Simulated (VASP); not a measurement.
A convergence study with VASP on Ti (hcp): a few settings are varied, all else stays as given below, so the limit is that of these other settings. The cell's lengths are 1 % over those of the tabulated start and one atom is moved, so it is off equilibrium.

```yaml
crystal:
  lattice:
    - [1.48975, -2.58032, 0.00000]
    - [1.48975, 2.58032, 0.00000]
    - [0.00000, 0.00000, 4.72680]
  atoms:
    - { symbol: Ti, position: [0.33333, 0.66667, 0.25000] }
    - { symbol: Ti, position: [0.68701, 0.35367, 0.75000] }
```

Level of theory: PBEsol GGA, VASP's PBE PAW potentials (set 64) (plane waves; VASP). The last row used: 550 eV cut-off, 12×12×7 Γ-centred mesh, first-order Methfessel-Paxton smearing of 0.10 eV, potentials Ti_sv.

| setting | E (eV/atom) | pressure (GPa) | largest force (eV/Å) | electronic steps |
|---|---|---|---|---|
| ALGO = Normal, EDIFF = 1E-2 | -8.2949 | -11.29 | 0.091 | 9 |
| ALGO = Normal, EDIFF = 1E-3 | -8.2951 | -9.92 | 0.089 | 10 |
| ALGO = Normal, EDIFF = 1E-4 | -8.2951 | -8.73 | 0.089 | 12 |
| ALGO = Normal, EDIFF = 1E-5 | -8.2951 | -8.77 | 0.089 | 12 |
| ALGO = Normal, EDIFF = 1E-6 | -8.2951 | -8.68 | 0.089 | 13 |
| ALGO = Normal, EDIFF = 1E-7 | -8.2951 | -8.69 | 0.089 | 15 |
| ALGO = Normal, EDIFF = 1E-8 | -8.2951 | -8.69 | 0.089 | 16 |
| ALGO = Normal, EDIFF = 1E-9 | -8.2951 | -8.69 | 0.089 | 19 |
| ALGO = Fast, EDIFF = 1E-2 | -8.2932 | -9.22 | 0.093 | 10 |
| ALGO = Fast, EDIFF = 1E-3 | -8.2944 | -9.41 | 0.090 | 12 |
| ALGO = Fast, EDIFF = 1E-4 | -8.2950 | -8.77 | 0.089 | 17 |
| ALGO = Fast, EDIFF = 1E-5 | -8.2951 | -8.83 | 0.089 | 25 |
| ALGO = Fast, EDIFF = 1E-6 | -8.2951 | -8.82 | 0.089 | 36 |
| ALGO = Fast, EDIFF = 1E-7 | -8.2951 | -8.72 | 0.089 | 46 |
| ALGO = Fast, EDIFF = 1E-8 | -8.2951 | -8.70 | 0.089 | 62 |
| ALGO = All, EDIFF = 1E-2 | -8.2937 | -8.62 | 0.090 | 12 |
| ALGO = All, EDIFF = 1E-3 | -8.2948 | -8.97 | 0.090 | 14 |
| ALGO = All, EDIFF = 1E-4 | -8.2951 | -8.88 | 0.089 | 17 |
| ALGO = All, EDIFF = 1E-5 | -8.2951 | -8.70 | 0.089 | 21 |
| ALGO = All, EDIFF = 1E-6 | -8.2951 | -8.70 | 0.089 | 26 |
| ALGO = All, EDIFF = 1E-7 | -8.2951 | -8.69 | 0.089 | 33 |
| ALGO = All, EDIFF = 1E-8 | -8.2951 | -8.70 | 0.089 | 41 |
| ALGO = All, EDIFF = 1E-9 | -8.2951 | -8.69 | 0.089 | 47 |

Left out are rungs that failed or repeat a setting and relaxations that didn't move; long series are thinned to 24 rows.

The compound is Ti in the hcp structure. The cell was not relaxed at this level, it is distorted from the ideal structure.
